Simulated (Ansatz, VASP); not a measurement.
## Cu3SF: VASP beside Ansatz

INCAR

```
SYSTEM = Cu3SF
PREC = Accurate
ENCUT = 520
EDIFF = 1E-6
ISMEAR = 0
SIGMA = 0.05
LREAL = .False.
LASPH = .True.
NELM = 100
ALGO = Fast
ISIF = 2
LWAVE = .False.
LCHARG = .False.
NBANDS = 31
```

KPOINTS

```
Automatic mesh
0
Gamma
  4 4 4
  0 0 0
```

POSCAR

```
Cu3SF
1.0
    4.2000000000      0.0000000000      0.0000000000
    0.0000000000      4.2000000000      0.0000000000
    0.0000000000      0.0000000000      4.2000000000
S F Cu
1 1 3
Direct
    0.0000000000      0.0000000000      0.0000000000
    0.5000000000      0.5000000000      0.5000000000
    0.5000000000      0.5000000000      0.0000000000
    0.5000000000      0.0000000000      0.5000000000
    0.0000000000      0.5000000000      0.5000000000
```

Input for Ansatz:

```yaml
crystal:
  lattice:
    - [4.2, 0.0, 0.0]
    - [0.0, 4.2, 0.0]
    - [0.0, 0.0, 4.2]
  atoms:
    - { symbol: S, position: [0.0, 0.0, 0.0] }
    - { symbol: F, position: [0.5, 0.5, 0.5] }
    - { symbol: Cu, position: [0.5, 0.5, 0.0] }
    - { symbol: Cu, position: [0.5, 0.0, 0.5] }
    - { symbol: Cu, position: [0.0, 0.5, 0.5] }
basis:
  ecutwfc: 420
kpoints:
  mp_grid: { grid: [4, 4, 4] }
hamiltonian:
  xc: lda
scf:
  occupations: { method: gaussian, width: 0.05 }
output:
  forces: true
  stress: true
  eigenvalues: true
```

The cell comes from a database or a generator and needn't be the stable form of this composition.

Alike in both runs: task single point; functional LDA; k mesh 4 × 4 × 4; occupations gaussian, width 0.05 eV; no spin polarisation.

|  | VASP | Ansatz |
| --- | --- | --- |
| version | VASP 6.6.1 | Ansatz 0.2.0 |
| potentials or method | VASP PAW LDA potentials, release 64 (S, F, Cu) | scalar-relativistic, plane waves, PAW |
| plane-wave cutoff (eV) | 520 | 420 |
| valence electrons in the cell | 46 | 70 |

|  | VASP | Ansatz | Ansatz less VASP |
| --- | --- | --- | --- |
| gap on the k mesh at the Fermi level (eV) | none | none | - |
| pressure (GPa) | -11.2 | -11.5 | -0.26 |

A gap of «none» marks a metal or a gap that the smearing closes. The two sets of potentials don't hold the same shells in valence.

Caveats: the k mesh is coarse (spacing up to 0.37 Å⁻¹), so the values aren't converged; the run has no spin polarisation, though such a crystal can be magnetic; semilocal functionals often make such compounds metallic where correlation or magnetic order opens a gap, which also shifts bond lengths. With open d or f shells a metallic result of LDA can be an artefact of self-interaction; +U or a hybrid may open a gap.
